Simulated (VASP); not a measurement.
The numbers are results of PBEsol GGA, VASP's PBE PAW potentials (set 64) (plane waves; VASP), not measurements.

Input for VASP

INCAR:
```
SYSTEM = HfO2
PREC = Accurate
ENCUT = 620
EDIFF = 1E-6
NELM = 100
ALGO = Normal
LREAL = .FALSE.
LASPH = .TRUE.
ISMEAR = 0
SIGMA = 0.05
GGA = PS
LMAXMIX = 6
LWAVE = .FALSE.
LCHARG = .FALSE.
IBRION = 2
ISIF = 3
NSW = 40
EDIFFG = -0.02
PSTRESS = 450
```

KPOINTS:
```
Automatic mesh
0
Gamma
8 8 8
0 0 0
```

**POSCAR**
```
HfO2
1
    0.0000000000     2.4350966237     2.4350966237
    2.4350966237     0.0000000000     2.4350966237
    2.4350966237     2.4350966237     0.0000000000
Hf O
1 2
Direct
  0.0000000000   0.0000000000   0.0000000000
  0.2500000000   0.2500000000   0.2500000000
  0.7500000000   0.7500000000   0.7500000000
```

POTCAR, in this order: Hf_pv O (PBE.64 set). Program: vasp_std.

What VASP printed:

### OSZICAR
```
       N       E                     dE             d eps       ncg     rms          rms(c)
DAV:   1     0.116858974247E+03    0.11686E+03   -0.14492E+04   870   0.170E+03
DAV:   2    -0.325811029735E+02   -0.14944E+03   -0.14599E+03  1122   0.360E+02
DAV:   3    -0.364998171570E+02   -0.39187E+01   -0.39159E+01  1073   0.567E+01
DAV:   4    -0.365190236141E+02   -0.19206E-01   -0.19205E-01  1108   0.431E+00
DAV:   5    -0.365191596927E+02   -0.13608E-03   -0.13608E-03  1066   0.326E-01    0.642E+01
DAV:   6    -0.315239727282E+02    0.49952E+01   -0.24498E+01   947   0.377E+01    0.523E+01
DAV:   7    -0.314290048687E+02    0.94968E-01   -0.62816E-01  1080   0.771E+00    0.302E+01
DAV:   8    -0.314062848249E+02    0.22720E-01   -0.88988E-02  1087   0.341E+00    0.439E+00
DAV:   9    -0.314012600621E+02    0.50248E-02   -0.20511E-02  1066   0.130E+00    0.170E+00
DAV:  10    -0.314010830095E+02    0.17705E-03   -0.28196E-03  1143   0.441E-01    0.244E-01
DAV:  11    -0.314010700719E+02    0.12938E-04   -0.18370E-04   996   0.121E-01    0.152E-01
DAV:  12    -0.314010697670E+02    0.30493E-06   -0.16460E-05  1136   0.338E-02    0.129E-02
DAV:  13    -0.314010699506E+02   -0.18361E-06   -0.10794E-06   801   0.919E-03
   1 F= -.23289956E+02 E0= -.23289956E+02  d E =-.232900E+02
       N       E                     dE             d eps       ncg     rms          rms(c)
DAV:   1    -0.317949093065E+02   -0.39384E+00   -0.47641E+01   982   0.716E+01    0.283E+01
DAV:   2    -0.302940683853E+02    0.15008E+01   -0.52745E+00   933   0.193E+01    0.116E+01
DAV:   3    -0.300435704499E+02    0.25050E+00   -0.32658E-01  1003   0.610E+00    0.584E+00
DAV:   4    -0.300125389861E+02    0.31031E-01   -0.11164E-01  1059   0.318E+00    0.382E+00
DAV:   5    -0.300139000151E+02   -0.13610E-02   -0.19328E-02  1052   0.108E+00    0.250E+00
DAV:   6    -0.300119644792E+02    0.19355E-02   -0.84670E-03   940   0.681E-01    0.195E-01
DAV:   7    -0.300119766947E+02   -0.12215E-04   -0.19472E-04  1045   0.133E-01    0.298E-02
DAV:   8    -0.300119719419E+02    0.47528E-05   -0.34636E-05  1038   0.515E-02    0.417E-03
DAV:   9    -0.300119715464E+02    0.39546E-06   -0.15136E-06   748   0.124E-02
   2 F= -.22928073E+02 E0= -.22928073E+02  d E =0.361882E+00
       N       E                     dE             d eps       ncg     rms          rms(c)
DAV:   1    -0.321371663582E+02   -0.21252E+01   -0.25190E+01   996   0.506E+01    0.222E+01
DAV:   2    -0.313336388458E+02    0.80353E+00   -0.31876E+00   940   0.148E+01    0.854E+00
DAV:   3    -0.311953158238E+02    0.13832E+00   -0.17539E-01  1066   0.413E+00    0.464E+00
DAV:   4    -0.311751231614E+02    0.20193E-01   -0.80811E-02  1101   0.256E+00    0.279E+00
DAV:   5    -0.311750302632E+02    0.92898E-04   -0.70758E-03  1031   0.660E-01    0.154E+00
DAV:   6    -0.311746721855E+02    0.35808E-03   -0.10454E-03  1024   0.232E-01    0.160E-01
DAV:   7    -0.311746666371E+02    0.55484E-05   -0.37304E-05  1122   0.561E-02    0.125E-02
DAV:   8    -0.311746662716E+02    0.36541E-06   -0.40164E-06  1016   0.164E-02
   3 F= -.23339990E+02 E0= -.23339990E+02  d E =-.500349E-01
       N       E                     dE             d eps       ncg     rms          rms(c)
DAV:   1    -0.311648464904E+02    0.98201E-02   -0.42469E-03  1003   0.658E-01    0.256E-01
DAV:   2    -0.311647090676E+02    0.13742E-03   -0.54069E-04   947   0.190E-01    0.951E-02
DAV:   3    -0.311646868900E+02    0.22178E-04   -0.27524E-05  1052   0.531E-02    0.529E-02
DAV:   4    -0.311646836409E+02    0.32491E-05   -0.13169E-05  1094   0.329E-02    0.348E-02
DAV:   5    -0.311646845591E+02   -0.91819E-06   -0.14016E-06   563   0.920E-03
   4 F= -.23340069E+02 E0= -.23340069E+02  d E =-.501139E-01
```

### OUTCAR
```
------------------------ aborting loop because EDIFF is reached ----------------------------------------
  FORCE on cell =-STRESS in cart. coord.  units (eV):
  Direction    XX          YY          ZZ          XY          YZ          ZX
  --------------------------------------------------------------------------------------
  Total        7.8170081      7.8170081      7.8170081     -0.0000000     -0.0000000     -0.0000000
  in kB      449.5625195    449.5625195    449.5625195     -0.0000000     -0.0000000     -0.0000000
  external PRESSURE =      -0.4374805 kB  Pullay stress =     450.0000000 kB
  volume of cell :       27.86
      direct lattice vectors                 reciprocal lattice vectors
    -0.000000000  2.406081597  2.406081597    -0.207806751  0.207806751  0.207806751
     2.406081597  0.000000000  2.406081597     0.207806751 -0.207806751  0.207806751
     2.406081597  2.406081597  0.000000000     0.207806751  0.207806751 -0.207806751
 POSITION                                       TOTAL-FORCE (eV/Angst)
 -----------------------------------------------------------------------------------
      2.40608      2.40608      4.81216         0.000000     -0.000000     -0.000000
      1.20304      1.20304      1.20304        -0.000000      0.000000     -0.000000
      3.60912      3.60912      3.60912         0.000000     -0.000000      0.000000
 -----------------------------------------------------------------------------------
    total drift:                                0.000000      0.000000      0.000000
  FREE ENERGIE OF THE ION-ELECTRON SYSTEM (eV)
  ---------------------------------------------------
  free  energy   TOTEN  =       -31.1646845591 eV

  energy  without entropy=      -31.1646845591  energy(sigma->0) =      -31.16468456
  enthalpy is  TOTEN    =       -23.3400694944 eV   P V=        7.8246150647

 reached required accuracy - stopping structural energy minimisation
```
(Selected blocks of OUTCAR.)

### CONTCAR
```
HfO2
   1.00000000000000
    -0.0000000000000000    2.4060815973572205    2.4060815973572205
     2.4060815973572205    0.0000000000000000    2.4060815973572205
     2.4060815973572205    2.4060815973572205    0.0000000000000000
  Hf              O
     1     2
Direct
     1.0000000000000000    1.0000000000000000    0.0000000000000000
     0.2500000000000000    0.2500000000000000    0.2500000000000000
     0.7500000000000000    0.7500000000000000    0.7500000000000000
```

Energy and stress use the plane-wave basis of the starting cell.

The compound is HfO2 in the fluorite structure, the high-temperature cubic form, which is unstable at 0 K; the monoclinic form is the stable one. This run relaxes it under an external pressure of 45 GPa. Symmetry was kept, so distortions that lower it aren't found.
